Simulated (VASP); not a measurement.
Computed with PBEsol GGA, VASP's PBE PAW potentials (set 64) (plane waves; VASP).

VASP ran on this input.

**POSCAR**
```
Cu3Sn
1
    5.5067900000     0.0000000000     0.0000000000
   -2.7533950000     4.7690200000     0.0000000000
    0.0000000000     0.0000000000     4.2726900000
Cu Sn
6 2
Direct
  0.1510480000   0.8414680000   0.7568990000
  0.8492940000   0.1654570000   0.2485200000
  0.3099930000   0.1619450000   0.2507610000
  0.6872850000   0.8416500000   0.7444930000
  0.1539790000   0.3103940000   0.7549250000
  0.8466270000   0.6852490000   0.2424240000
  0.3282280000   0.6650780000   0.2463670000
  0.6735450000   0.3287600000   0.7556100000
```

File KPOINTS:
```
Automatic
0
gamma
  3 3 4
```

**INCAR**
```
SYSTEM = Cu3Sn
PREC = Accurate; ENCUT = 300; LREAL = .FALSE.
LASPH = .TRUE.
EDIFF = 1E-6; NELM = 100; ALGO = Normal
LMAXMIX = 4
ISMEAR = -1; SIGMA = 0.05
GGA = PS
ISIF = 2
LWAVE = .FALSE.; LCHARG = .FALSE.
```

POTCAR, in this order: Cu Sn_d (PBE.64 set). Program: vasp_std.

Output

### OSZICAR
```
       N       E                     dE             d eps       ncg     rms          rms(c)
DAV:   1     0.819972883112E+03    0.81997E+03   -0.29083E+04  2176   0.205E+03
DAV:   2     0.878835625351E+02   -0.73209E+03   -0.71060E+03  2128   0.523E+02
DAV:   3    -0.360121112134E+02   -0.12390E+03   -0.11897E+03  2216   0.226E+02
DAV:   4    -0.410707929745E+02   -0.50587E+01   -0.50127E+01  2512   0.603E+01
DAV:   5    -0.412507263016E+02   -0.17993E+00   -0.17988E+00  3144   0.105E+01    0.217E+01
DAV:   6    -0.389210592100E+02    0.23297E+01   -0.95672E+01  2632   0.128E+02    0.137E+01
DAV:   7    -0.342901401098E+02    0.46309E+01   -0.20447E+01  2440   0.637E+01    0.256E+00
DAV:   8    -0.343467616861E+02   -0.56622E-01   -0.19129E+00  3064   0.161E+01    0.234E+00
DAV:   9    -0.342884114906E+02    0.58350E-01   -0.29371E-01  2752   0.148E+01    0.131E+00
DAV:  10    -0.342612459074E+02    0.27166E-01   -0.13391E-01  2816   0.752E+00    0.323E-01
DAV:  11    -0.342626482178E+02   -0.14023E-02   -0.25012E-02  2584   0.154E+00    0.183E-01
DAV:  12    -0.342624829143E+02    0.16530E-03   -0.25372E-03  2576   0.134E+00    0.146E-01
DAV:  13    -0.342622276807E+02    0.25523E-03   -0.41376E-04  3488   0.463E-01    0.868E-02
DAV:  14    -0.342620843919E+02    0.14329E-03   -0.46939E-04  2816   0.419E-01    0.181E-02
DAV:  15    -0.342620951167E+02   -0.10725E-04   -0.16072E-04  2536   0.152E-01    0.722E-03
DAV:  16    -0.342620958561E+02   -0.73939E-06   -0.16103E-05  2200   0.674E-02    0.656E-03
DAV:  17    -0.342620952412E+02    0.61485E-06   -0.45324E-06  2040   0.387E-02
   1 F= -.34262095E+02 E0= -.34244307E+02  d E =-.355756E-01
```

**OUTCAR**
```
------------------------ aborting loop because EDIFF is reached ----------------------------------------
  FORCE on cell =-STRESS in cart. coord.  units (eV):
  Direction    XX          YY          ZZ          XY          YZ          ZX
  --------------------------------------------------------------------------------------
  Total       -1.9724126     -2.1368585     -1.2814228     -0.0329023      0.0070638      0.0471647
  in kB      -28.1630260    -30.5110603    -18.2967517     -0.4697945      0.1008607      0.6734391
  external PRESSURE =     -25.6569460 kB  Pullay stress =       0.0000000 kB
  volume of cell :      112.21
      direct lattice vectors                 reciprocal lattice vectors
     5.506790000  0.000000000  0.000000000     0.181593996  0.104843343  0.000000000
    -2.753395000  4.769020000  0.000000000     0.000000000  0.209686686  0.000000000
     0.000000000  0.000000000  4.272690000     0.000000000  0.000000000  0.234044595
 POSITION                                       TOTAL-FORCE (eV/Angst)
 -----------------------------------------------------------------------------------
     -1.48510      4.01298      3.23399         0.016445      0.192979     -0.258688
      4.22132      0.78907      1.06185         0.057384     -0.401898      0.138740
      1.26117      0.77232      1.07142         0.091868     -0.157194      0.139617
      1.46734      4.01385      3.18099         0.069428     -0.039947     -0.020065
     -0.00671      1.48028      3.22556         0.208435     -0.082173     -0.176714
      2.77544      3.26797      1.03580        -0.226633      0.160339      0.255472
     -0.02374      3.17177      1.05265         0.307405      0.277910      0.217052
      2.80386      1.56786      3.22849        -0.524331      0.049984     -0.295413
 -----------------------------------------------------------------------------------
    total drift:                               -0.000007     -0.002651     -0.000203
  FREE ENERGIE OF THE ION-ELECTRON SYSTEM (eV)
  ---------------------------------------------------
  free  energy   TOTEN  =       -34.2620952412 eV

  energy  without entropy=      -34.2265196676  energy(sigma->0) =      -34.24430745
```
(Selected blocks of OUTCAR.)

At this cut-off the stress carries a Pulay error, which pulls relaxed volumes low.

The structure comes from a computed database's Cu3Sn entry; how it stands against other phases isn't given here. The cell was not relaxed at this level, atoms are displaced from their ideal sites. The k-mesh is coarse (spacing up to 0.44 per Å, 2π included), so the numbers may not be converged in it.
